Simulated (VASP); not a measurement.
Energy against volume of W (bcc). All values below come from PW91 GGA, VASP's PBE PAW potentials (set 64) (plane waves; VASP).

| V (Å³/atom) | E (eV/atom) |
|---|---|
| 15.288 | -12.79338 |
| 15.776 | -12.83807 |
| 16.264 | -12.85054 |
| 16.752 | -12.83545 |
| 17.239 | -12.79715 |

Task: Fit a third-order Birch-Murnaghan equation of state.

Result: 
The volume per atom is 16.23 Å³/atom and the bulk modulus is 303 GPa. The pressure derivative of the bulk modulus comes out as 4.43 and the lattice constant a is 3.190 Å.

Measured: bulk modulus 312 GPa at 0 K (computed value off by -3.1 %), as given by Vázquez-Parga, Fernández-Martínez, Viñes, J. Chem. Theory Comput. (2023), doi:10.1021/acs.jctc.3c00612, Supporting … [zero-point energy and finite temperature contributions removed]; a 3.160 Å at 0 K (computed value off by +0.9 %), as given by Daniel Mejia-Rodriguez et al., Physical Review B (2018), arXiv:1807.09216 [static lattice: zero-point anharmonic expansion removed].

The compound is W in the bcc structure. It was relaxed first.
